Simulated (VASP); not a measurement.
# Zr2W (P-6m2) in VASP: reference runs

How does Zr2W come out in PBE? The cell is run as given.

Everything below comes from runs of VASP 6.6.1. Logs are shortened: lines on timing, memory, paths and dates and some standing lists are left out, and cuts for length are marked.

## (1) Starting point

The structure is hexagonal, space group P-6m2 (No. 187). Conventional cell: a = 4.957 Å, b = 4.957 Å, c = 2.861 Å, α = 90.00°, β = 90.00°, γ = 120.00°. Around Zr (site symmetry -6m2) lie 8 Zr at 2.86 to 3.20 Å and 6 W at 3.20 Å. Around Zr (site symmetry -6m2) lie 8 Zr at 2.86 to 3.20 Å and 3 W at 2.86 Å. W (site symmetry -6m2) has 2 W at 2.86 Å and 9 Zr at 2.86 to 3.20 Å as nearest neighbours.

The cell was built by a generator and needn't be a form met in nature.

## (2) Single point, PBE

File INCAR:

```
ALGO = Normal
EDIFF = 1E-7
ENCUT = 520
GGA = PE
ISIF = 2
ISMEAR = -1
LASPH = True
LCHARG = False
LREAL = False
LWAVE = False
NBANDS = 26
NELM = 100
PREC = Accurate
SIGMA = 0.05
```

File KPOINTS:

```
k-points
0
Gamma
  6 6 9
```

File POSCAR:

```
Zr2W
1.0
    4.9565300000      0.0000000000      0.0000000000
   -2.4782600000      4.2924800000      0.0000000000
    0.0000000000      0.0000000000      2.8607900000
Zr W
2 1
Direct
    0.0000000000      0.0000000000      0.0000000000
    0.3333300000      0.6666700000      0.5000000000
    0.6666700000      0.3333300000      0.5000000000
```

Potentials or basis: VASP PAW PBE potentials, release 64 (Zr_sv, W_sv).

On the command line:

```sh
cat potpaw_PBE.64/Zr_sv/POTCAR potpaw_PBE.64/W_sv/POTCAR > POTCAR
mpirun -np 1 vasp_std > vasp.out
```

OUTCAR:

```text
EDIFF = 1E-7
   ENCUT = 520
   GGA = PE
   ISIF = 2
   ISMEAR = -1
   LASPH = True
   LREAL = False
   NELM = 100
   PREC = Accurate

 ion  position               nearest neighbor table
   1  0.000  0.000  0.000-   2 3.20   3 3.20   2 3.20   3 3.20   2 3.20   2 3.20   3 3.20   3 3.20
                             3 3.20   3 3.20   2 3.20   2 3.20
   2  0.333  0.667  0.500-   3 2.86   3 2.86   3 2.86   1 3.20   1 3.20   1 3.20   1 3.20   1 3.20
                             1 3.20
   3  0.667  0.333  0.500-   2 2.86   2 2.86   2 2.86   1 3.20   1 3.20   1 3.20   1 3.20   1 3.20
                             1 3.20

  LATTYP: Found a hexagonal cell.
 ALAT       =     4.9565300000
 C/A-ratio  =     0.5771759679

  Lattice vectors:

 A1 = (   4.9565300000,   0.0000000000,   0.0000000000)
 A2 = (  -2.4782600000,   4.2924800000,   0.0000000000)
 A3 = (   0.0000000000,   0.0000000000,   2.8607900000)

Analysis of symmetry for initial positions (statically):
=====================================================================
 Subroutine PRICEL returns:
 Original cell was already a primitive cell.

 Routine SETGRP: Setting up the symmetry group for a
 hexagonal supercell.

 Subroutine GETGRP returns: Found  4 space group operations
 (whereof  4 operations were pure point group operations)
 out of a pool of 24 trial point group operations.

The static configuration has the point symmetry C_2v.

Analysis of symmetry for dynamics (positions and initial velocities):
=====================================================================
 Subroutine PRICEL returns:
 Original cell was already a primitive cell.

 Routine SETGRP: Setting up the symmetry group for a
 hexagonal supercell.

 Subroutine GETGRP returns: Found  4 space group operations
 (whereof  4 operations were pure point group operations)
 out of a pool of 24 trial point group operations.

The dynamic configuration has the point symmetry C_2v.

 Subroutine INISYM returns: Found  4 space group operations
 (whereof  4 operations are pure point group operations),
 and found     1 'primitive' translations

----------------------------------------------------------------------------------------

                                     Primitive cell

  volume of cell :      60.8656

  direct lattice vectors                    reciprocal lattice vectors
     4.956530000  0.000000000  0.000000000     0.201754050  0.116482544  0.000000000
    -2.478260000  4.292480000  0.000000000     0.000000000  0.232965558  0.000000000
     0.000000000  0.000000000  2.860790000     0.000000000  0.000000000  0.349553795

  length of vectors
     4.956530000  4.956526725  2.860790000     0.232965404  0.232965558  0.349553795

  position of ions in fractional coordinates (direct lattice)
     0.000000000  0.000000000  0.000000000
     0.333330000  0.666670000  0.500000000
     0.666670000  0.333330000  0.500000000

  ion indices of the primitive-cell ions
   primitive index   ion index
                 1           1
                 2           2
                 3           3

----------------------------------------------------------------------------------------

 KPOINTS: k-points

Automatic generation of k-mesh.
 Grid dimensions read from file:
 generate k-points for:    6    6    9

 Generating k-lattice:

  Cartesian coordinates                     Fractional coordinates (reciprocal lattice)
     0.033625675  0.019413757  0.000000000     0.166666667  0.000000000  0.000000000
     0.000000000  0.038827593  0.000000000     0.000000000  0.166666667  0.000000000
     0.000000000  0.000000000  0.038839311     0.000000000  0.000000000  0.111111111

  Length of vectors
     0.038827567  0.038827593  0.038839311

  Shift w.r.t. Gamma in fractional coordinates (k-lattice)
     0.000000000  0.000000000  0.000000000

 Subroutine IBZKPT returns following result:
 ===========================================

 Found     65 irreducible k-points:

 Following reciprocal coordinates:
            Coordinates               Weight
  0.000000  0.000000  0.000000      1.000000
  0.166667  0.000000  0.000000      4.000000
 -0.166667  0.166667  0.000000      2.000000
  0.333333  0.000000  0.000000      4.000000
 -0.333333  0.333333  0.000000      2.000000
  0.500000  0.000000  0.000000      2.000000
[... 16 lines left out ...]
  0.333333  0.166667  0.111111      8.000000
 -0.166667  0.500000  0.111111      8.000000
 [... further k-points ...]
   k-points           NKPTS =     65   k-points in BZ     NKDIM =     65   number of bands    NBANDS=     26
   number of dos      NEDOS =    301   number of ions     NIONS =      3
   total plane-waves  NPLWV =  38400
   dimension x,y,z NGX =    40 NGY =   40 NGZ =   24
   dimension x,y,z NGXF=    80 NGYF=   80 NGZF=   48
   ions per type =               2   1
   NGX,Y,Z   is equivalent  to a cutoff of  13.42, 13.42, 13.95 a.u.
   NGXF,Y,Z  is equivalent  to a cutoff of  26.83, 26.83, 27.89 a.u.
 SYSTEM =  unknown system
   PREC   = accura    normal or accurate (medium, high low for compatibility)
   ISTART =      0    job   : 0-new  1-cont  2-samecut
   ICHARG =      2    charge: 1-file 2-atom 10-const
   ISPIN  =      1    spin polarized calculation?
   LNONCOLLINEAR =      F non collinear calculations
   LSORBIT =      F    spin-orbit coupling
   LASPH  =      T    aspherical Exc in radial PAW
   ENCUT  =  520.0 eV  38.22 Ry    6.18 a.u.   9.22  9.22  5.32*2*pi/ulx,y,z
   NELM   =    100;   NELMIN=  2; NELMDL= -5     # of ELM steps
   EDIFF  = 0.1E-06   stopping-criterion for ELM
   LREAL  =      F    real-space projection
   EDIFFG = 0.1E-05   stopping-criterion for IOM
   NSW    =      0    number of steps for IOM
   IBRION =     -1    ionic relax: 0-MD 1-quasi-New 2-CG
   NFREE  =      0    steps in history (QN), initial steepest desc. (CG)
   ISIF   =      2    stress and relaxation
   ISYM   =      2    0-nonsym 1-usesym 2-fastsym
   POTIM  = 0.5000    time-step for ionic-motion
   TEBEG  =    0.0;   TEEND  =   0.0 temperature during run
   PSTRESS=    0.0 pullay stress
   NELECT =      38.0000    total number of electrons
   NUPDOWN=      -1.0000    fix difference up-down
   EMIN   =  10.00;   EMAX   =-10.00  energy-range for DOS
   EFERMI =   0.00;   METHOD = LEGACY
   ISMEAR =    -1;   SIGMA  =   0.05  broadening in eV -4-tet -1-fermi 0-gaus
   EFERMI_NEDOS =   21; number of points for ismear=-14 and -15
   IALGO  =     38    algorithm
   IMIX   =      4    mixing-type and parameters
     AMIX     =   0.40;   BMIX     =  1.00
     AMIX_MAG =   1.60;   BMIX_MAG =  1.00
  volume/ion in A,a.u.               =      20.29       136.91
  Fermi-wavevector in a.u.,A,eV,Ry     =   1.399196  2.644098 26.636816  1.957751
  Thomas-Fermi vector in A             =   2.522280
   LORBIT       =      0    0 simple, 1 ext, 2 COOP (PROOUT), +10 PAW based schemes
   GGA     = PE    functional components
[... 5 lines left out ...]
 non-spin polarized calculation
  energy-cutoff  :      520.00
  volume of cell :       60.87
 maximum number of plane-waves:      1661
 NGX is ok and might be reduce to    40
   NGX = 19   NGY = 19   NGZ = 11

 number of electron      37.9999999 magnetization

 Free energy of the ion-electron system (eV)
  ---------------------------------------------------
  ext. energy  EPLUGINS =         0.00000000
  ---------------------------------------------------
  free energy    TOTEN  =       -29.06680714 eV

  energy without entropy =      -29.03538617  energy(sigma->0) =      -29.05109665

 E-fermi :   9.6850     XC(G=0): -11.8926

 val. band max:        9.6819960690   @ k =   0.3333   0.0000   0.0000
 cond. band min:       9.6920174211   @ k =   0.5000   0.3333   0.3333
 fundamental gap:      0.0100213520
 Fermi energy:         9.6849785564

 k-point     1 :       0.0000    0.0000    0.0000
  band No.  band energies     occupation
      1     -64.1326      2.00000
      2     -38.8785      2.00000
      3     -38.7200      2.00000
      4     -28.3146      2.00000
      5     -28.3146      2.00000
      6     -28.0308      2.00000
[... 18 lines left out ...]
     25      12.9448      0.00000
     26      12.9449      0.00000

 k-point     2 :       0.1667    0.0000    0.0000
  band No.  band energies     occupation
      1     -64.1326      2.00000
      2     -38.8709      2.00000
      3     -38.7282      2.00000
      4     -28.3151      2.00000
      5     -28.3126      2.00000
      6     -28.0308      2.00000
[... 18 lines left out ...]
     25      13.2223      0.00000
     26      13.3183      0.00000

 k-point     3 :      -0.1667    0.1667    0.0000
  band No.  band energies     occupation
      1     -64.1326      2.00000
      2     -38.8709      2.00000
      3     -38.7282      2.00000
      4     -28.3151      2.00000
      5     -28.3126      2.00000
      6     -28.0308      2.00000
[... 18 lines left out ...]
     25      13.2224      0.00000
     26      13.3182      0.00000

 k-point     4 :       0.3333    0.0000    0.0000
  band No.  band energies     occupation
      1     -64.1326      2.00000
      2     -38.8523      2.00000
      3     -38.7481      2.00000
      4     -28.3160      2.00000
      5     -28.3084      2.00000
      6     -28.0307      2.00000
[... 18 lines left out ...]
     25      13.5225      0.00000
     26      13.7259      0.00000
[... 496 lines left out ...]
      1     -64.1287      2.00000
      2     -38.8359      2.00000
      3     -38.7254      2.00000
      4     -28.3081      2.00000
      5     -28.3027      2.00000
      6     -28.0996      2.00000
[... 18 lines left out ...]
     25      13.0216      0.00000
     26      13.5231      0.00000

 k-point    23 :       0.3333    0.1667    0.1111
  band No.  band energies     occupation
      1     -64.1287      2.00000
      2     -38.8190      2.00000
      3     -38.7432      2.00000
      4     -28.3083      2.00000
      5     -28.3001      2.00000
      6     -28.0995      2.00000
[... 18 lines left out ...]
     25      12.5437      0.00000
     26      13.9178      0.00000

 k-point    24 :      -0.1667    0.5000    0.1111
  band No.  band energies     occupation
      1     -64.1287      2.00000
      2     -38.8190      2.00000
      3     -38.7432      2.00000
      4     -28.3083      2.00000
      5     -28.3001      2.00000
      6     -28.0995      2.00000
[... 18 lines left out ...]
     25      12.5437      0.00000
     26      13.9173      0.00000

 [... further k-points ...]
[... 5 lines left out ...]
  --------------------------------------------------------------------------------------
  -------------------------------------------------------------------------------------
  Total       -0.0142178     -0.0141814     -0.0610057      0.0000315      0.0000000      0.0000000
  in kB       -0.3742572     -0.3733001     -1.6058651      0.0008283      0.0000000      0.0000000
  external PRESSURE =      -0.7844742 kB  Pullay stress =       0.0000000 kB

 VOLUME and BASIS-vectors are now :
 -----------------------------------------------------------------------------
  energy-cutoff  :      520.00
  volume of cell :       60.87
      direct lattice vectors                 reciprocal lattice vectors
     4.956530000  0.000000000  0.000000000     0.201754050  0.116482544  0.000000000
    -2.478260000  4.292480000  0.000000000     0.000000000  0.232965558  0.000000000
     0.000000000  0.000000000  2.860790000     0.000000000  0.000000000  0.349553795

 POSITION                                       TOTAL-FORCE (eV/Angst)
 -----------------------------------------------------------------------------------
      0.00000      0.00000      0.00000         0.000004     -0.000002      0.000000
     -0.00002      2.86167      1.43040         0.000252     -0.000145      0.000000
      2.47829      1.43081      1.43040        -0.000256      0.000148      0.000000
 -----------------------------------------------------------------------------------
    total drift:                                0.000003      0.000006      0.000000

  FREE ENERGIE OF THE ION-ELECTRON SYSTEM (eV)
  ---------------------------------------------------
  free  energy   TOTEN  =       -29.0668071415 eV

  energy  without entropy=      -29.0353861676  energy(sigma->0) =      -29.05109665
```

It took 45 s on 1 thread of Intel Xeon 6975P-C (Granite Rapids), shared host; peak memory 0.24 GiB.

What came out:

```yaml
Free_energy: -29.0668 eV
Pressure: -0.1 GPa
Band_gap_on_the_k_mesh: none (metal or under the smearing width)
```

Stress tensor (GPa, compression positive):
```
-0.04  0.00  0.00
 0.00 -0.04  0.00
 0.00  0.00 -0.16
```
